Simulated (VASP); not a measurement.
Consider the following.

```
AlRu
1.0
    2.98163     0.00000     0.00000
    0.00000     2.98163     0.00000
    0.00000     0.00000     2.98163
Al Ru
1 1
Cartesian
  1.49082   1.49082   1.69082
  0.00000   0.00000   0.00000
```

Level of theory: r2SCAN meta-GGA, VASP's PBE PAW potentials (set 64) (plane waves; VASP 6.6.1). Settings: 480 eV cut-off, 12×12×12 Γ-centred mesh, first-order Methfessel-Paxton smearing of 0.10 eV, potentials Al Ru_pv.

Q: Predict the energy per atom (σ→0), pressure, largest force, band gap (on the k-mesh) with the smallest direct gap where there is one.

A: 
- band gap (on the k-mesh): none (metal, semimetal or under 0.01 eV)
- energy per atom (σ→0): -1613.7 kJ/mol-atom
- pressure: 3.28 GPa
- largest force: 1.642 eV/Å

Only differences to runs with the same potentials and settings are physical.

The compound is RuAl in the CsCl type structure. This cell was strained or had an atom moved on purpose. The electron count is odd and the run is not spin-polarised, which forces a metal.
